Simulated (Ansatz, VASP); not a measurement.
**Two plane-wave programs on Ca2Zr**

```xyz
3
Lattice="0.0000 3.2888 3.2888 3.2888 0.0000 3.2888 3.2888 3.2888 0.0000" Properties=species:S:1:pos:R:3 pbc="T T T"
Ca    1.6444    1.6444    1.6444
Ca    4.9331    4.9331    4.9331
Zr    0.0000    0.0000    0.0000
```

Alike in both runs: task relaxation of cell and atoms; functional PBE; k mesh 4 × 4 × 4; occupations gaussian, width 0.1 eV; no spin polarisation.

```csv
,VASP,Ansatz
version,VASP 6.6.1,Ansatz 0.2.0
potentials or method,"VASP PAW PBE potentials, release 64 (Ca_sv, Zr_sv)","scalar-relativistic, plane waves, PAW"
plane-wave cutoff (eV),600,420
valence electrons in the cell,32,32
```

Ansatz gave:

```
gap on the k mesh at the Fermi level, each at its own relaxed structure (eV) : none
relaxed volume (Å³/atom)                                                     : 40.48
relaxed cell length with the largest relative difference (Å)                 : 5.558
energy change over the relaxation (meV/atom)                                 : -866
```

What did VASP give for the same quantities?

gap on the k mesh at the Fermi level, each at its own relaxed structure (eV): none; relaxed volume (Å³/atom): 41.04; relaxed cell length with the largest relative difference (Å): 5.584; energy change over the relaxation (meV/atom): -872.

A gap of «none» marks a metal or a gap that the smearing closes.

Caveats: the k mesh is coarse (spacing up to 0.41 Å⁻¹), so the values aren't converged; the volume moved by over 15 % at a fixed basis, so the end points are rough (VASP).
